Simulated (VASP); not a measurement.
## HfO2: energy against the displacement of an atom

HfO2 (fluorite, Fm-3m, 10.305 Å³/atom and stress up to 0.30 GPa in the relaxed cell, cube axes along x, y and z) under a displacement u of the O atom at (3.737, 3.737, 3.737) Å, one of 3 in the cell, and of all its periodic images, along (0, 0, 1). LDA in VASP (plane waves, PAW), 600 eV, 10×10×10 Γ-centred mesh, Gaussian smearing 0.05 eV; the cell and the other atoms are held. Against the start cell, which lies near the measured one, the relaxed cell differs by -5.7 % in volume; the values below rest on it.

Here q stands for square of the displacement and y for E less E0.

| square of the displacement (Å²) | E less E0 (meV/cell) |
|---|---|
| 0.0000 | 0.0 |
| 0.0004 | 2.5 |
| 0.0016 | 10.0 |
| 0.0049 | 30.6 |
| 0.0324 | ? |

### Question
Using a straight line, estimate the missing y at q = 0.0324 from the other rows, showing the fit.

### Answer
Means: q 0.0017250, y 10.78. About the means, the sum of products is 0.092593 and the sum of squares of q is 1.4827e-5; the slope is their ratio. Least squares gives y = 0.00 + 6245·q. Residuals (row less fit): 0.00, 0.00, 0.01, 0.00; standard error 0.01 (degrees of freedom: 2). The runs give the same energy for u and −u. Twice the slope is the force constant of this zone-centre displacement, 12.49 ± 0.01 eV/Å². At the withheld row, y = 0.00 + 6245 × 0.0324 = 202.34 meV/cell. The calculation gives 204.5 meV/cell, 2.16 meV/cell above the prediction (1.1 % of the range of y in the table). The row lies outside the fitted rows, so this is an extrapolation. The scatter of the fitted rows lies at the last printed digit.

A polynomial of degree 2 through the 6 other runs of the series gives 204.5 there, so most of the miss is curvature that the fit leaves out. The primitive cell can neither tilt nor turn polar against its symmetry, as such crystals can under strain. HfO2 is here the high-temperature cubic form, which is unstable at 0 K; the monoclinic form is the stable one. Rows are the converged runs of the series near zero and its far end, less any whose ions stayed unrelaxed beside relaxed ones; series whose fitted rows scatter by over a few per cent of the range, as at a crossing or softening among them, aren't shown in this form. Most that stay on the fit to the last digits aren't either.
